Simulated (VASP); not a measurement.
Here is the system:

```yaml
crystal:
  lattice:
    - [0.00000, 3.10577, 3.06791]
    - [3.16760, 0.00000, 3.06791]
    - [3.16760, 3.10577, 0.00000]
  atoms:
    - { symbol: Ba, position: [0.00000, 0.00000, 0.00000] }
    - { symbol: F, position: [0.25000, 0.25000, 0.25000] }
    - { symbol: F, position: [0.74350, 0.75650, 0.75650] }
```

Method: optB88-vdW, VASP's PBE PAW potentials (set 64) (plane waves; VASP). Settings: 520 eV cut-off, 6×6×6 Γ-centred mesh, Gaussian smearing of 0.050 eV, potentials Ba_sv F.

### Question
Estimate the energy per atom (σ→0), largest force.

### Answer

```json
{
  "energy per atom (σ→0)": "-3837 meV/atom",
  "largest_force": "0.128 eV/Å"
}
```

Total energies compare only between runs with the same potentials, cut-off and functional.

The compound is BaF2 in the fluorite structure. The cell was not relaxed at this level, atoms are displaced from their ideal sites. The run is one of a series of settings (AGGAC = 0.0, GGA = BO, LUSE_VDW = .TRUE., PARAM1 = 0.1833333333, PARAM2 = 0.22 against the base run), some of them coarse on purpose.
